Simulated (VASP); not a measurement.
Here is the system:

```yaml
crystal:
  lattice:
    - [4.60804, 0.00000, 0.00000]
    - [0.00000, 4.60804, 0.00000]
    - [0.00000, 0.00000, 4.60804]
  atoms:
    - { symbol: Si, position: [0.16037, 0.33963, 0.66037] }
    - { symbol: Si, position: [0.66037, 0.16037, 0.33963] }
    - { symbol: Si, position: [0.83963, 0.83963, 0.83963] }
    - { symbol: Si, position: [0.33963, 0.66037, 0.16037] }
    - { symbol: Ru, position: [0.86593, 0.63407, 0.36593] }
    - { symbol: Ru, position: [0.36593, 0.86593, 0.63407] }
    - { symbol: Ru, position: [0.13407, 0.13407, 0.13407] }
    - { symbol: Ru, position: [0.63407, 0.36593, 0.86593] }
```

Calculation: LDA (Ceperley-Alder, Perdew-Zunger), VASP's LDA PAW potentials (set 64) (plane waves; VASP). Numerical set-up: 500 eV cut-off, 5×5×5 Γ-centred mesh, Gaussian smearing of 0.050 eV, potentials Si Ru_pv.

Task: Predict the energy per atom (σ→0), pressure.

Result: 
* **energy per atom (σ→0)**: -9.005 eV/atom
* **pressure**: 10.18 GPa

The compound is RuSi in the B20 structure. It was relaxed first under an external pressure of 10 GPa.
